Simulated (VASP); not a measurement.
```yaml
crystal:
  lattice:
    - [2.77440, 0.00000, 0.00000]
    - [0.00000, 2.77440, 0.00000]
    - [0.00000, 0.00000, 3.78420]
  atoms:
    - { symbol: Fe, position: [0.00000, 0.00000, 0.00000], spin: 3.0 }
    - { symbol: Pt, position: [0.50000, 0.50000, 0.50000] }
```

Method: PBE GGA + U (Dudarev), VASP's PBE PAW potentials (set 64) (plane waves; VASP). Run with 400 eV cut-off, 12×12×9 Γ-centred mesh, first-order Methfessel-Paxton smearing of 0.10 eV, potentials Fe Pt, U − J: Fe 1.00 eV.

Q: Give the stress tensor in GPa (positive for a compressed cell).

A: 
```
-5.48   0.00   0.00
 0.00  -5.48   0.00
 0.00   0.00  -4.73
```
The pressure is its mean diagonal, -5.23 GPa.

The compound is FePt in the L1_0 structure. The cell was not relaxed at this level. The run is one of a series of settings (LDAU = .TRUE., LDAUJ = 0 0, LDAUL = 2 -1, LDAUTYPE = 2, LDAUU = 1.0 0 against the base run), some of them coarse on purpose.
